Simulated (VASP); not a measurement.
These are PBE GGA, VASP's PBE PAW potentials (set 64) (plane waves; VASP) values and carry that method's errors.

A VASP calculation is set up with these files.

**KPOINTS**
```
K-points
0
G
  11 11 11
```

INCAR:
```
ALGO  =  Normal
EDIFF  =  1E-6
EDIFFG  =  -0.01
ENCUT  =  480
GGA  =  PE
IBRION  =  2
ISIF  =  3
ISMEAR  =  1
LASPH  =  .True.
LCHARG  =  .False.
LMAXMIX  =  4
LREAL  =  .False.
LWAVE  =  .False.
NELM  =  100
NSW  =  60
PREC  =  Accurate
SIGMA  =  0.1
SYSTEM  =  CoGa
```

POSCAR:
```
CoGa
1
    2.8800000000     0.0000000000     0.0000000000
    0.0000000000     2.8800000000     0.0000000000
    0.0000000000     0.0000000000     2.8800000000
Ga Co
1 1
Direct
  0.5000000000   0.5000000000   0.5000000000
  0.0000000000   0.0000000000   0.0000000000
```

POTCAR, in this order: Ga_d Co (PBE.64 set). Program: vasp_std.

Output

### OSZICAR
```
       N       E                     dE             d eps       ncg     rms          rms(c)
DAV:   1     0.950106325585E+02    0.95011E+02   -0.10443E+04  1784   0.249E+03
DAV:   2    -0.677242192192E+01   -0.10178E+03   -0.99499E+02  1729   0.348E+02
DAV:   3    -0.113859140466E+02   -0.46135E+01   -0.45904E+01  1883   0.781E+01
DAV:   4    -0.114575599852E+02   -0.71646E-01   -0.71623E-01  2274   0.925E+00
DAV:   5    -0.114595788071E+02   -0.20188E-02   -0.20188E-02  2036   0.133E+00    0.960E+00
DAV:   6    -0.125581003031E+02   -0.10985E+01   -0.22916E+01  1902   0.638E+01    0.116E+01
DAV:   7    -0.104995017512E+02    0.20586E+01   -0.94939E+00  1764   0.472E+01    0.173E+00
DAV:   8    -0.104845251054E+02    0.14977E-01   -0.24824E-01  2023   0.545E+00    0.671E-01
DAV:   9    -0.104779576986E+02    0.65674E-02   -0.21628E-02  2283   0.231E+00    0.142E-01
DAV:  10    -0.104776848834E+02    0.27282E-03   -0.69882E-04  2212   0.377E-01    0.696E-02
DAV:  11    -0.104776742753E+02    0.10608E-04   -0.92785E-05  2419   0.173E-01    0.141E-02
DAV:  12    -0.104776733396E+02    0.93569E-06   -0.54251E-06  1987   0.410E-02
   1 F= -.10477673E+02 E0= -.10477981E+02  d E =-.104777E+02
       N       E                     dE             d eps       ncg     rms          rms(c)
DAV:   1    -0.104827439518E+02   -0.50697E-02   -0.66609E-02  1729   0.493E+00    0.534E-01
DAV:   2    -0.104828301483E+02   -0.86197E-04   -0.56397E-02  1744   0.347E+00    0.507E-01
DAV:   3    -0.104781806274E+02    0.46495E-02   -0.25423E-02  1772   0.233E+00    0.159E-01
DAV:   4    -0.104777274722E+02    0.45316E-03   -0.99664E-04  2299   0.481E-01    0.309E-02
DAV:   5    -0.104776829495E+02    0.44523E-04   -0.60017E-05  2291   0.136E-01    0.663E-03
DAV:   6    -0.104776824114E+02    0.53809E-06   -0.24029E-06  1599   0.251E-02
   2 F= -.10477682E+02 E0= -.10477984E+02  d E =-.907179E-05
       N       E                     dE             d eps       ncg     rms          rms(c)
DAV:   1    -0.104788909842E+02   -0.12080E-02   -0.15189E-02  1729   0.234E+00    0.255E-01
DAV:   2    -0.104788974643E+02   -0.64801E-05   -0.12734E-02  1730   0.166E+00    0.241E-01
DAV:   3    -0.104778499850E+02    0.10475E-02   -0.57332E-03  1786   0.112E+00    0.763E-02
DAV:   4    -0.104777471387E+02    0.10285E-03   -0.23193E-04  2264   0.231E-01    0.149E-02
DAV:   5    -0.104777376226E+02    0.95161E-05   -0.13923E-05  2262   0.652E-02    0.329E-03
DAV:   6    -0.104777374177E+02    0.20488E-06   -0.54067E-07  1071   0.123E-02
   3 F= -.10477737E+02 E0= -.10478042E+02  d E =-.640781E-04
```

### OUTCAR
```
------------------------ aborting loop because EDIFF is reached ----------------------------------------
  FORCE on cell =-STRESS in cart. coord.  units (eV):
  Direction    XX          YY          ZZ          XY          YZ          ZX
  --------------------------------------------------------------------------------------
  Total        0.0021680      0.0021680      0.0021680      0.0000000     -0.0000000      0.0000000
  in kB        0.1450896      0.1450896      0.1450896      0.0000000     -0.0000000      0.0000000
  external PRESSURE =       0.1450896 kB  Pullay stress =       0.0000000 kB
  volume of cell :       23.94
      direct lattice vectors                 reciprocal lattice vectors
     2.882111846 -0.000000000 -0.000000000     0.346967798 -0.000000000  0.000000000
     0.000000000  2.882111846 -0.000000000     0.000000000  0.346967798  0.000000000
    -0.000000000  0.000000000  2.882111846     0.000000000  0.000000000  0.346967798
 POSITION                                       TOTAL-FORCE (eV/Angst)
 -----------------------------------------------------------------------------------
      1.44106      1.44106      1.44106        -0.000000      0.000000      0.000000
      0.00000      0.00000      0.00000         0.000000      0.000000      0.000000
 -----------------------------------------------------------------------------------
    total drift:                                0.000000      0.000000     -0.000000
  FREE ENERGIE OF THE ION-ELECTRON SYSTEM (eV)
  ---------------------------------------------------
  free  energy   TOTEN  =       -10.4777374177 eV

  energy  without entropy=      -10.4786499839  energy(sigma->0) =      -10.47804161

 reached required accuracy - stopping structural energy minimisation
```
(Selected blocks of OUTCAR.)

**CONTCAR**
```
CoGa
   1.00000000000000
     2.8821118461487072   -0.0000000000000000   -0.0000000000000000
     0.0000000000000000    2.8821118461487072   -0.0000000000000000
    -0.0000000000000000    0.0000000000000000    2.8821118461487072
  Ga              Co
     1     1
Direct
     0.5000000000000000    0.5000000000000000    0.5000000000000000
     0.0000000000000000    0.0000000000000000    0.0000000000000000
```

The compound is CoGa in the CsCl type structure. This run relaxes it. Symmetry was kept, so distortions that lower it aren't found. The run is not spin-polarised, so no magnetic state was tried.
